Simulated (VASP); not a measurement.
Output of a VASP run:

### OSZICAR
```
       N       E                     dE             d eps       ncg     rms          rms(c)
DAV:   1     0.143829006417E+03    0.14383E+03   -0.81164E+03  1222   0.140E+03
DAV:   2     0.311006962704E+02   -0.11273E+03   -0.10986E+03  1257   0.317E+02
DAV:   3     0.234438490687E+02   -0.76568E+01   -0.76010E+01  1592   0.944E+01
DAV:   4     0.232532123589E+02   -0.19064E+00   -0.19055E+00  1383   0.172E+01
DAV:   5     0.232440911408E+02   -0.91212E-02   -0.91209E-02  1837   0.333E+00    0.666E+00
DAV:   6     0.296844609136E+02    0.64404E+01   -0.90774E+00  1252   0.599E+01    0.273E+00
DAV:   7     0.291785869962E+02   -0.50587E+00   -0.48156E-01  1252   0.878E+00    0.172E+00
DAV:   8     0.292352551098E+02    0.56668E-01   -0.13774E+00  1237   0.162E+01    0.103E+00
DAV:   9     0.292026914066E+02   -0.32564E-01   -0.75289E-01  1222   0.111E+01    0.691E-01
DAV:  10     0.293226773860E+02    0.11999E+00   -0.38128E-02  1472   0.251E+00    0.589E-01
DAV:  11     0.292203474000E+02   -0.10233E+00   -0.10966E-02  1227   0.120E+00    0.465E-01
DAV:  12     0.291415265539E+02   -0.78821E-01   -0.35476E-02  1222   0.234E+00    0.141E-01
DAV:  13     0.291411630539E+02   -0.36350E-03   -0.21407E-03  1502   0.580E-01    0.128E-01
DAV:  14     0.291417779941E+02    0.61494E-03   -0.26126E-03  1227   0.503E-01    0.811E-02
DAV:  15     0.291407567800E+02   -0.10212E-02   -0.10805E-03  1242   0.492E-01    0.435E-02
DAV:  16     0.291408492919E+02    0.92512E-04   -0.19595E-04  1342   0.224E-01    0.457E-02
DAV:  17     0.291407727569E+02   -0.76535E-04   -0.33887E-05  1317   0.463E-02    0.310E-02
DAV:  18     0.291406874620E+02   -0.85295E-04   -0.11027E-04  1252   0.718E-02    0.207E-02
DAV:  19     0.291406762053E+02   -0.11257E-04   -0.14378E-05  1227   0.314E-02    0.840E-03
DAV:  20     0.291406746442E+02   -0.15611E-05   -0.59988E-06  1387   0.374E-02    0.472E-03
DAV:  21     0.291406722106E+02   -0.24336E-05   -0.17871E-06  1292   0.210E-02    0.164E-03
DAV:  22     0.291406718117E+02   -0.39887E-06   -0.19537E-07  1367   0.559E-03    0.798E-04
DAV:  23     0.291406717605E+02   -0.51280E-07   -0.36430E-08   671   0.332E-03
   1 F= 0.29140672E+02 E0= 0.29140618E+02  d E =0.162594E-03
```

File OUTCAR:
```
------------------------ aborting loop because EDIFF is reached ----------------------------------------
  FORCE on cell =-STRESS in cart. coord.  units (eV):
  Direction    XX          YY          ZZ          XY          YZ          ZX
  --------------------------------------------------------------------------------------
  Total        0.5791534      0.5791534      0.5791534      0.0000000      0.0000000     -0.0000000
  in kB       13.6427202     13.6427202     13.6427202      0.0000000      0.0000000     -0.0000000
  external PRESSURE =      13.6427202 kB  Pullay stress =       0.0000000 kB
  volume of cell :       68.01
      direct lattice vectors                 reciprocal lattice vectors
     0.000000000  3.239846379  3.239846379    -0.154328305  0.154328305  0.154328305
     3.239846379  0.000000000  3.239846379     0.154328305 -0.154328305  0.154328305
     3.239846379  3.239846379  0.000000000     0.154328305  0.154328305 -0.154328305
  FREE ENERGIE OF THE ION-ELECTRON SYSTEM (eV)
  ---------------------------------------------------
  free  energy   TOTEN  =        29.1406717605 eV

  energy  without entropy=       29.1405091661  energy(sigma->0) =       29.14061756
```
(Selected blocks of OUTCAR.)

### POSCAR
```
InSb
1
    0.0000000000     3.2398463787     3.2398463787
    3.2398463787     0.0000000000     3.2398463787
    3.2398463787     3.2398463787     0.0000000000
In Sb
1 1
Direct
  0.0000000000   0.0000000000   0.0000000000
  0.2500000000   0.2500000000   0.2500000000
```

**Question.** Write an INCAR and KPOINTS that could have produced this output.

**Answer.** Several could match; the one computed here: the input of the run itself, revTPSS meta-GGA, plane waves, VASP's PBE PAW potentials (set 64).

KPOINTS:
```
K-points
0
gamma
10 10 10
```

INCAR:
```
LREAL = F   ! projection in real space or not
LCHARG = F
LMIXTAU = T
LMAXMIX = 4   ! l cut-off of mixed one-centre charges
METAGGA = RTPSS
ENCUT = 520
PREC = Accurate
ISIF = 2
ALGO = Normal
LWAVE = F
ISMEAR = 1
LASPH = T   ! aspherical one-centre terms
EDIFF = 1E-7   ! SCF stop (eV)
NELM = 100   ! most electronic steps
SIGMA = 0.1   ! width (eV)
SYSTEM = InSb
```

POTCAR, in this order: In_d Sb (PBE.64 set). Program: vasp_std.

The compound is InSb in the zinc blende structure. This cell is one point of a volume scan, at 0.97 of the reference volume.
